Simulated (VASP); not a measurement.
Output of a VASP run:

File OSZICAR:
```
       N       E                     dE             d eps       ncg     rms          rms(c)
DAV:   1     0.328996955755E+02    0.32900E+02   -0.60970E+03  1680   0.145E+03
DAV:   2    -0.211628812738E+02   -0.54063E+02   -0.51652E+02  1698   0.221E+02
DAV:   3    -0.225348205967E+02   -0.13719E+01   -0.13575E+01  1986   0.459E+01
DAV:   4    -0.225552545979E+02   -0.20434E-01   -0.20427E-01  1940   0.495E+00
DAV:   5    -0.225559353076E+02   -0.68071E-03   -0.68069E-03  1988   0.936E-01    0.126E+01
DAV:   6    -0.226590897605E+02   -0.10315E+00   -0.56114E+01  1846   0.140E+02    0.152E+01
DAV:   7    -0.197628179938E+02    0.28963E+01   -0.15640E+01  1860   0.789E+01    0.174E+00
DAV:   8    -0.197658593892E+02   -0.30414E-02   -0.57744E-01  2030   0.118E+01    0.166E+00
DAV:   9    -0.197423761407E+02    0.23483E-01   -0.12854E-01  1876   0.661E+00    0.351E-01
DAV:  10    -0.197451101695E+02   -0.27340E-02   -0.92768E-03  1760   0.105E+00    0.273E-01
DAV:  11    -0.197462242985E+02   -0.11141E-02   -0.71613E-03  1978   0.136E+00    0.740E-02
DAV:  12    -0.197462844241E+02   -0.60126E-04   -0.17639E-04  1876   0.191E-01    0.351E-02
DAV:  13    -0.197462521157E+02    0.32308E-04   -0.26336E-05  1800   0.626E-02    0.383E-02
DAV:  14    -0.197462730590E+02   -0.20943E-04   -0.65450E-05  2000   0.137E-01    0.752E-03
DAV:  15    -0.197462763486E+02   -0.32896E-05   -0.25106E-06  1760   0.235E-02    0.411E-03
DAV:  16    -0.197462757182E+02    0.63047E-06   -0.72274E-07  1748   0.163E-02    0.105E-03
DAV:  17    -0.197462753479E+02    0.37026E-06   -0.27116E-08   846   0.272E-03    0.113E-03
DAV:  18    -0.197462755932E+02   -0.24529E-06   -0.98002E-09   840   0.198E-03    0.349E-04
DAV:  19    -0.197462755547E+02    0.38476E-07   -0.18033E-09   840   0.711E-04
   1 F= -.19746276E+02 E0= -.19746242E+02  d E =-.100843E-03
```

### OUTCAR
```
------------------------ aborting loop because EDIFF is reached ----------------------------------------
  FORCE on cell =-STRESS in cart. coord.  units (eV):
  Direction    XX          YY          ZZ          XY          YZ          ZX
  --------------------------------------------------------------------------------------
  Total        0.7725357      0.7725357      0.7725357     -0.0000000     -0.0000000      0.0000000
  in kB       54.6517174     54.6517174     54.6517174     -0.0000000     -0.0000000      0.0000000
  external PRESSURE =      54.6517174 kB  Pullay stress =       0.0000000 kB
  volume of cell :       22.65
      direct lattice vectors                 reciprocal lattice vectors
     2.829274680  0.000000000  0.000000000     0.353447478  0.000000000  0.000000000
     0.000000000  2.829274680  0.000000000     0.000000000  0.353447478  0.000000000
     0.000000000  0.000000000  2.829274680     0.000000000  0.000000000  0.353447478
 POSITION                                       TOTAL-FORCE (eV/Angst)
 -----------------------------------------------------------------------------------
      1.41464      1.41464      1.41464         0.000000      0.000000      0.000000
      0.00000      0.00000      0.00000         0.000000      0.000000      0.000000
 -----------------------------------------------------------------------------------
    total drift:                                0.000000      0.000000      0.000000
  FREE ENERGIE OF THE ION-ELECTRON SYSTEM (eV)
  ---------------------------------------------------
  free  energy   TOTEN  =       -19.7462755547 eV

  energy  without entropy=      -19.7461747119  energy(sigma->0) =      -19.74624194
```
(Selected blocks of OUTCAR.)

POSCAR:
```
NiAl
1
    2.8292746800     0.0000000000     0.0000000000
    0.0000000000     2.8292746800     0.0000000000
    0.0000000000     0.0000000000     2.8292746800
Al Ni
1 1
Direct
  0.5000000000   0.5000000000   0.5000000000
  0.0000000000   0.0000000000   0.0000000000
```

Reconstruct the remaining input files.

Several could match; the one computed here: the input of the run itself, r2SCAN+rVV10, plane waves, VASP's PBE PAW potentials (set 64).

INCAR:
```
ALGO = Normal
BPARAM = 11.95
CPARAM = 0.0093
EDIFF = 1E-7
ENCUT = 520
ISIF = 2
ISMEAR = 1
LASPH = T
LCHARG = F
LMAXMIX = 4
LMIXTAU = T
LREAL = F
LUSE_VDW = T
LWAVE = F
METAGGA = R2SCAN
NELM = 100
PREC = Accurate
SIGMA = 0.1
SYSTEM = NiAl
```

KPOINTS:
```
Automatic mesh
0
Gamma
13 13 13
0 0 0
```

POTCAR, in this order: Al Ni (PBE.64 set). Program: vasp_std.

The compound is NiAl in the CsCl type structure. This cell is one point of a volume scan, at 0.97 of the reference volume. The run is not spin-polarised, so no magnetic state was tried. The electron count is odd and the run is not spin-polarised, which forces a metal.
